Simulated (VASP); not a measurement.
Output of a VASP run:

**OUTCAR**
```
 ion  position               nearest neighbor table
   1  0.333  0.667  0.027-   3 2.94   4 2.96   4 2.96   4 2.96
   2  0.667  0.333  0.527-   4 2.94   3 2.96   3 2.96   3 2.96
   3  0.333  0.667  0.348-   1 2.94   2 2.96   2 2.96   2 2.96
   4  0.667  0.333  0.848-   2 2.94   1 2.96   1 2.96   1 2.96
  LATTYP: Found a hexagonal cell.
 ALAT       =     4.2768420993
 C/A-ratio  =     2.1375134437
 Subroutine PRICEL returns:
 Original cell was already a primitive cell.
 Subroutine GETGRP returns: Found 12 space group operations
The static configuration has the point symmetry C_3v.
 The point group associated with its full space group is C_6v.
The dynamic configuration has the point symmetry C_3v.
 Subroutine INISYM returns: Found 12 space group operations
 Subroutine IBZKPT returns following result:
 Found     36 irreducible k-points:

 Following reciprocal coordinates:
            Coordinates               Weight
  0.000000  0.000000  0.000000      1.000000
  0.111111  0.000000  0.000000      6.000000
  0.222222  0.000000  0.000000      6.000000
  0.333333  0.000000  0.000000      6.000000
  0.444444  0.000000  0.000000      6.000000
  0.111111  0.111111  0.000000      6.000000
  0.222222  0.111111  0.000000     12.000000
  0.333333  0.111111  0.000000     12.000000
  0.444444  0.111111  0.000000      6.000000
  0.222222  0.222222  0.000000      6.000000
  0.333333  0.222222  0.000000     12.000000
  0.333333  0.333333  0.000000      2.000000
  0.000000  0.000000  0.250000      2.000000
  0.111111  0.000000  0.250000     12.000000
  0.222222  0.000000  0.250000     12.000000
  0.333333  0.000000  0.250000     12.000000
  0.444444  0.000000  0.250000     12.000000
  0.111111  0.111111  0.250000     12.000000
  0.222222  0.111111  0.250000     24.000000
  0.333333  0.111111  0.250000     24.000000
  0.444444  0.111111  0.250000     12.000000
  0.222222  0.222222  0.250000     12.000000
  0.333333  0.222222  0.250000     24.000000
  0.333333  0.333333  0.250000      4.000000
  0.000000  0.000000  0.500000      1.000000
  0.111111  0.000000  0.500000      6.000000
  0.222222  0.000000  0.500000      6.000000
  0.333333  0.000000  0.500000      6.000000
  0.444444  0.000000  0.500000      6.000000
  0.111111  0.111111  0.500000      6.000000
  0.222222  0.111111  0.500000     12.000000
  0.333333  0.111111  0.500000     12.000000
  0.444444  0.111111  0.500000      6.000000
  0.222222  0.222222  0.500000      6.000000
  0.333333  0.222222  0.500000     12.000000
  0.333333  0.333333  0.500000      2.000000
   k-points           NKPTS =     36   k-points in BZ     NKDIM =     36   number of bands    NBANDS=     21
   number of dos      NEDOS =    601   number of ions     NIONS =      4
   total plane-waves  NPLWV =  47040
   dimension x,y,z NGX =    28 NGY =   28 NGZ =   60
   dimension x,y,z NGXF=    56 NGYF=   56 NGZF=  120
   ions per type =               2   2
   PREC   = accura    normal or accurate (medium, high low for compatibility)
   ISTART =      0    job   : 0-new  1-cont  2-samecut
   ICHARG =      2    charge: 1-file 2-atom 10-const
   ISPIN  =      1    spin polarized calculation?
   LNONCOLLINEAR =      F non collinear calculations
   LSORBIT =      F    spin-orbit coupling
   INIWAV =      1    electr: 0-lowe 1-rand  2-diag
   ENCUT  =  400.0 eV  29.40 Ry    5.42 a.u.   6.97  6.97 14.91*2*pi/ulx,y,z
   NELM   =    100;   NELMIN=  2; NELMDL= -5     # of ELM steps
   EDIFF  = 0.1E-06   stopping-criterion for ELM
   LREAL  =      F    real-space projection
   NLSPLINE    = F    spline interpolate recip. space projectors
   LMAXMIX     =    4 max onsite mixed and CHGCAR
   VOSKOWN=      0    Vosko Wilk Nusair interpolation
   EDIFFG = 0.1E-05   stopping-criterion for IOM
   NSW    =      0    number of steps for IOM
   NBLOCK =      1;   KBLOCK =      1    inner block; outer block
   IBRION =     -1    ionic relax: 0-MD 1-quasi-New 2-CG
...
```

### OSZICAR
```
       N       E                     dE             d eps       ncg     rms          rms(c)
DAV:   1     0.160525355666E+03    0.16053E+03   -0.13741E+04  1536   0.118E+03
DAV:   2    -0.895331236762E+01   -0.16948E+03   -0.16460E+03  1761   0.278E+02
DAV:   3    -0.240139057351E+02   -0.15061E+02   -0.14914E+02  2515   0.580E+01
DAV:   4    -0.252362279040E+02   -0.12223E+01   -0.12136E+01  2478   0.156E+01
DAV:   5    -0.252592462369E+02   -0.23018E-01   -0.22861E-01  2198   0.212E+00    0.347E+01
DAV:   6    -0.240983259254E+02    0.11609E+01   -0.27821E+00  1575   0.716E+00    0.235E+01
DAV:   7    -0.241178239843E+02   -0.19498E-01   -0.32213E+00  2308   0.729E+00    0.327E+00
DAV:   8    -0.239956650554E+02    0.12216E+00   -0.13505E+00  1562   0.497E+00    0.854E-01
DAV:   9    -0.239907754519E+02    0.48896E-02   -0.87845E-02  2108   0.149E+00    0.486E-01
DAV:  10    -0.239911309398E+02   -0.35549E-03   -0.49185E-03  2278   0.339E-01    0.324E-01
DAV:  11    -0.239908370280E+02    0.29391E-03   -0.29218E-03  2031   0.264E-01    0.173E-01
DAV:  12    -0.239908399752E+02   -0.29471E-05   -0.21674E-04  2215   0.825E-02    0.610E-02
DAV:  13    -0.239908373446E+02    0.26306E-05   -0.81793E-06  1999   0.207E-02    0.351E-02
DAV:  14    -0.239908339690E+02    0.33755E-05   -0.42154E-06  2058   0.103E-02    0.158E-02
DAV:  15    -0.239908339495E+02    0.19555E-07   -0.22110E-07  1386   0.314E-03
   1 F= -.23990834E+02 E0= -.23990834E+02  d E =0.000000E+00
```

OUTCAR:
```
------------------------ aborting loop because EDIFF is reached ----------------------------------------
  FORCE on cell =-STRESS in cart. coord.  units (eV):
  Direction    XX          YY          ZZ          XY          YZ          ZX
  --------------------------------------------------------------------------------------
  Total       -0.0225889     -0.0225889      0.0698326      0.0000000     -0.0000000      0.0000000
  in kB       -0.2499171     -0.2499172      0.7726087      0.0000000     -0.0000000      0.0000000
  external PRESSURE =       0.0909248 kB  Pullay stress =       0.0000000 kB
  volume of cell :      144.81
      direct lattice vectors                 reciprocal lattice vectors
     4.276842099  0.000000000  0.000000000     0.233817377  0.134994524  0.000000000
    -2.138421050  3.703853951  0.000000000     0.000000000  0.269989047  0.000000000
     0.000000000  0.000000000  9.141807484     0.000000000  0.000000000  0.109387558
 POSITION                                       TOTAL-FORCE (eV/Angst)
 -----------------------------------------------------------------------------------
     -0.00000      2.46924      0.24608        -0.000000      0.000000     -0.016773
      2.13842      1.23462      4.81699         0.000000     -0.000000     -0.016773
     -0.00000      2.46924      3.18210         0.000000     -0.000000      0.016773
      2.13842      1.23462      7.75300        -0.000000      0.000000      0.016773
 -----------------------------------------------------------------------------------
    total drift:                               -0.001970      0.001137      0.001347
  FREE ENERGIE OF THE ION-ELECTRON SYSTEM (eV)
  ---------------------------------------------------
  free  energy   TOTEN  =       -23.9908339495 eV

  energy  without entropy=      -23.9908339495  energy(sigma->0) =      -23.99083395

 total charge

# of ion       s       p       d       f       tot
--------------------------------------------------
    1        2.184   6.272   0.993   0.028   9.477
    2        2.184   6.272   0.993   0.028   9.477
    3        1.344   2.133   0.031   0.000   3.508
    4        1.344   2.133   0.031   0.000   3.508
--------------------------------------------------
tot          7.057  16.811   2.046   0.056  25.971
```
(Selected blocks of OUTCAR.)

POSCAR:
```
YTe
1
    4.2768420993    -0.0000000000     0.0000000000
   -2.1384210497     3.7038539514     0.0000000000
    0.0000000000     0.0000000000     9.1418074839
Y Te
2 2
Direct
  0.3333330000   0.6666670000   0.0269182565
  0.6666670000   0.3333330000   0.5269182565
  0.3333330000   0.6666670000   0.3480817435
  0.6666670000   0.3333330000   0.8480817435
```

Q: Write an INCAR and KPOINTS that could have produced this output.

A: Several could match; the one computed here: the input of the run itself, PBEsol GGA, plane waves, VASP's PBE PAW potentials (set 64).

INCAR:
```
ALGO  =  Normal
EDIFF  =  1E-7
ENCUT  =  400
GGA  =  PS
ISIF  =  2
ISMEAR  =  -5
LASPH  =  T
LCHARG  =  T
LEFG  =  T
LMAXMIX  =  4
LORBIT  =  11
LREAL  =  F
LWAVE  =  F
NEDOS  =  601
NELM  =  100
PREC  =  Accurate
SYSTEM  =  YTe
```

KPOINTS:
```
Automatic mesh
0
Gamma
9 9 4
0 0 0
```

POTCAR, in this order: Y_sv Te (PBE.64 set). Program: vasp_std.

For a metal the tetrahedron method with Blöchl corrections gives inexact stress and forces.

The structure was generated: YTe was put into the wurtzite type (P6_3mc), which need not be its known phase. It was relaxed first, which changed the volume by -33 %.
